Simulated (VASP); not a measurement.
VASP 6.6.1 run: Sr2C

INCAR

```
LREAL = .FALSE.
EDIFF = 1E-7
ISIF = 2
TIME = 0.5
PREC = Accurate
NSW = 0
NELM = 120
LASPH = .TRUE.
LWAVE = .FALSE.
LCHARG = .FALSE.
SIGMA = 0.02
ISMEAR = -1
IBRION = -1
ALGO = Damped
ENCUT = 520
GGA = PS
NBANDS = 19
```

KPOINTS

```
KPOINTS created by Atomic Simulation Environment
0
Gamma
6 6 6
0 0 0
```

POSCAR

```
C  Sr
 1.0000000000000000
     0.0000000000000000    3.3601424488749654    3.3601424488749654
     3.3601424488749654    0.0000000000000000    3.3601424488749654
     3.3601424488749654    3.3601424488749654   -0.0000000000000000
 C   Sr
   1   2
Cartesian
 -0.0000000000000000 -0.0000000000000000 -0.0000000000000000
  1.6800712244374825  1.6800712244374825  1.6800712244374825
  5.0402136733124472  5.0402136733124472  5.0402136733124472
```

The recommended PBE PAW datasets give the neutral cell 24 valence electrons.

Command

```
mpirun -np 1 vasp_std
```

OSZICAR

```
N       E                     dE             d eps       ncg     rms           ort
DAV:   1     0.208218897553E+03    0.20822E+03   -0.11994E+04   304   0.122E+03
DAV:   2     0.232770153003E+02   -0.18494E+03   -0.17858E+03   304   0.312E+02
DAV:   3    -0.461208477055E+01   -0.27889E+02   -0.27049E+02   304   0.111E+02
DAV:   4    -0.114629174700E+02   -0.68508E+01   -0.67464E+01   304   0.539E+01
DAV:   5    -0.135888550609E+02   -0.21259E+01   -0.21032E+01   304   0.243E+01
SDA:   6    -0.222932155761E+01    0.11360E+02   -0.20246E+02   304   0.405E+02   0.000E+00
DMP:   7    -0.945786740890E+01   -0.72285E+01   -0.74638E+00   304   0.698E+01  -0.165E+02
DMP:   8    -0.945089066202E+01    0.69767E-02   -0.41389E+01   304   0.844E+01  -0.480E+00
DMP:   9    -0.108349500106E+02   -0.13841E+01   -0.60636E+00   304   0.243E+01  -0.364E+01
DMP:  10    -0.112765010492E+02   -0.44155E+00   -0.34715E+00   304   0.513E+00   0.542E+00
...
DMP: 112    -0.115602887118E+02   -0.42493E-05   -0.40532E-05   304   0.534E-05   0.829E-05
DMP: 113    -0.115602927734E+02   -0.40616E-05   -0.38676E-05   304   0.509E-05   0.793E-05
DMP: 114    -0.115602966502E+02   -0.38768E-05   -0.36901E-05   304   0.486E-05   0.756E-05
DMP: 115    -0.115603003506E+02   -0.37004E-05   -0.35238E-05   304   0.464E-05   0.722E-05
DMP: 116    -0.115603038852E+02   -0.35346E-05   -0.33686E-05   304   0.444E-05   0.689E-05
DMP: 117    -0.115603072652E+02   -0.33800E-05   -0.32185E-05   304   0.424E-05   0.659E-05
DMP: 118    -0.115603104956E+02   -0.32304E-05   -0.30768E-05   304   0.406E-05   0.629E-05
DMP: 119    -0.115603135848E+02   -0.30893E-05   -0.29466E-05   304   0.389E-05   0.602E-05
DMP: 120    -0.115603165440E+02   -0.29591E-05   -0.28266E-05   304   0.373E-05   0.576E-05
   1 F= -.11560317E+02 E0= -.11559583E+02  d E =-.146631E-02
```

Standard output (part)

```
POSCAR found type information on POSCAR C Sr
 POSCAR found :  2 types and       3 ions
 LDA part: xc-table for (Slater+PW92), standard interpolation
 POSCAR, INCAR and KPOINTS ok, starting setup
 WAVECAR not read
 entering main loop
 final diagonalization occupied
|     The electronic self-consistency was not achieved in the given           |
|     number of steps (NELM). The forces and other quantities evaluated       |
|     might not be reliable so examine the results carefully. If you find     |
|     spurious results, we suggest increasing NELM, if you were close to      |
|     convergence or switching to a different ALGO or adjusting the           |
|     density mixing parameters otherwise.                                    |
```

It didn't converge.

The run took about 2.3 min on one core of a shared host (Intel Xeon Platinum 8488C) and held 0.22 GiB at most.
